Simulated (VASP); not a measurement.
Data:

```xyz
2
Lattice="0.0000 2.1525 2.1525 2.1525 0.0000 2.1525 2.1525 2.1525 0.0000" Properties=species:S:1:pos:R:3 pbc="T T T"
Mg     0.0000     0.0000     0.0000
O      2.1525     2.1525     2.1525
```

All values below come from vdW-DF-cx, VASP's PBE PAW potentials (set 64) (plane waves; VASP 6.6.1). Run with 520 eV cut-off, 11×11×11 Γ-centred mesh, Gaussian smearing of 0.050 eV, potentials Mg O.

Q: Give the stress tensor in GPa (positive for a compressed cell).

A: 
```
-8.14   0.00   0.00
 0.00  -8.14   0.00
 0.00   0.00  -8.14
```
The pressure is its mean diagonal, -8.14 GPa.

The compound is MgO in the rock salt structure. This cell is one point of a volume scan, at 1.06 of the reference volume.
